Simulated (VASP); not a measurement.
Energy against volume of TiN (rock salt). Computed with TPSS meta-GGA, VASP's PBE PAW potentials (set 64) (plane waves; VASP). Numerical set-up: 520 eV cut-off, 15×15×15 Γ-centred mesh, first-order Methfessel-Paxton smearing of 0.10 eV, potentials Ti_sv N.

| V (Å³/atom) | E (eV/atom) |
|---|---|
| 8.987 | -14.33122 |
| 9.274 | -14.35894 |
| 9.560 | -14.36846 |
| 9.847 | -14.36248 |

### Question
Fit these four points and predict the energy of the run at 10.134 Å³/atom.

### Answer
A cubic in V^(−2/3), the third-order Birch-Murnaghan form, passes through the four points with V0 = 9.59 Å³/atom and B0 = 286 GPa, and gives -14.3432 eV/atom there. The run gave -14.3431 eV/atom, +0.0 meV/atom from the fit; all five points give B0 = 286 GPa.

The compound is TiN in the rock salt structure. It was relaxed first.
